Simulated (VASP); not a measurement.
Consider the following.

```
TaP
1.0
    3.32226     0.00000     0.00000
   -1.66113     2.87716     0.00000
    0.00000     0.00000     7.78778
Ta P
2 2
Direct
  0.33333   0.66667   0.03320
  0.66667   0.33333   0.53320
  0.33333   0.66667   0.34180
  0.66667   0.33333   0.84180
```

Level of theory: PBEsol GGA, VASP's PBE PAW potentials (set 64) (plane waves; VASP). Settings: 400 eV cut-off, Gaussian smearing of 0.050 eV, potentials Ta_pv P.

Give the energies of bands 9 to 19 at the high-symmetry points, in eV from the Fermi level.

```tsv
band	Γ	M	K	A	L	H
9	-6.59	-5.74	-4.95	-5.59	-5.51	-4.59
10	-4.75	-5.55	-4.43	-5.59	-5.51	-4.59
11	-1.79	-3.57	-4.43	-1.60	-3.65	-4.50
12	-1.79	-3.44	-4.15	-1.60	-3.65	-4.50
13	-1.36	-2.42	-2.93	-1.60	-1.88	-2.52
14	-1.36	-1.92	-2.93	-1.60	-1.88	-2.52
15	-0.94	-1.04	-0.61	-0.32	-1.34	-0.65
16	0.12	-0.61	-0.60	-0.32	-1.34	-0.65
17	0.63	0.41	0.59	1.01	1.02	-0.10
18	0.63	1.72	0.59	1.01	1.02	-0.10
19	1.46	2.27	1.78	1.01	3.42	2.78
```

It has no gap at this level: it comes out as a metal or semimetal.

The structure was generated: TaP was put into the wurtzite type (P6_3mc), which need not be its known phase. It was relaxed first, which changed the volume by -43 %.
